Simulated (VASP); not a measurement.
Write the native input for VASP 6.6.1 that does the following.

| Item | Value |
| --- | --- |
| Task | relaxation of cell and atoms |
| Functional | PBE |
| Potentials or basis | VASP PAW PBE potentials, release 64 (Ti_sv, Si, Te) |
| Cutoff | 520 eV |
| k mesh | 4 × 4 × 4 |
| Occupations | gaussian, width 0.15 eV |
| Spin | no spin polarisation |
| Further INCAR settings | PREC = Normal; ALGO = Fast; EDIFF = 0.0001; IBRION = 2; EDIFFG = -0.08; NSW = 24; ISIF = 3 |

The structure of Ti2SiTe2 lies in POSCAR:

```
Ti2SiTe2
1.0
   -2.5829937100      2.5829937100      4.1095660800
    2.5829937100     -2.5829937100      4.1095660800
    2.5829937100      2.5829937100     -4.1095660800
Ti Si Te
2 1 2
Direct
    0.7500000000      0.2500000000      0.5000000000
    0.2500000000      0.7500000000      0.5000000000
    0.0000000000      0.0000000000      0.0000000000
    0.5000000000      0.0000000000      0.5000000000
    0.0000000000      0.5000000000      0.5000000000
```

The cell was built by a generator and needn't be a form met in nature.

One way to write it, as run:

INCAR

```
PREC = Normal
ENCUT = 520
EDIFF = 1E-4
ISMEAR = 0
SIGMA = 0.15
LREAL = F
LASPH = T
NELM = 60
ALGO = Fast
ISIF = 3
LWAVE = F
LCHARG = F
GGA = PE
IBRION = 2
NSW = 24
EDIFFG = -0.08
```

KPOINTS

```
Automatic mesh
0
Gamma
  4 4 4
```

Potentials or basis: VASP PAW PBE potentials, release 64 (Ti_sv, Si, Te).

Run with:

```console
$ cat potpaw_PBE.64/Ti_sv/POTCAR potpaw_PBE.64/Si/POTCAR potpaw_PBE.64/Te/POTCAR > POTCAR
$ mpirun -np 1 vasp_std > vasp.out
```

It gave:

| Item | Value |
| --- | --- |
| Relaxed volume | 30.08 Å³/atom |
| Relaxed cell | a = 6.458 Å, b = 6.458 Å, c = 6.458 Å, α = 130.92°, β = 130.92°, γ = 71.94° |
| Space group after relaxing (to 0.05 Å) | I4/mmm (No. 139) |
| Energy gained by relaxing | 2226.4 meV/atom |
| Ionic steps | 13 |
| Pressure after relaxing | 0.0 GPa |
| Band gap on the k mesh | none (metal or under the smearing width) |

Caveat: the k mesh is coarse (spacing up to 0.43 Å⁻¹), so the values aren't converged; the volume moved by over 15 % at a fixed basis, so the end points are rough.

Wall time 8.4 min on 1 thread of Intel(R) Xeon(R) Platinum 8259CL CPU @ 2.50GHz (Skylake/Cascade Lake) (shared host), peak memory 0.22 GiB.
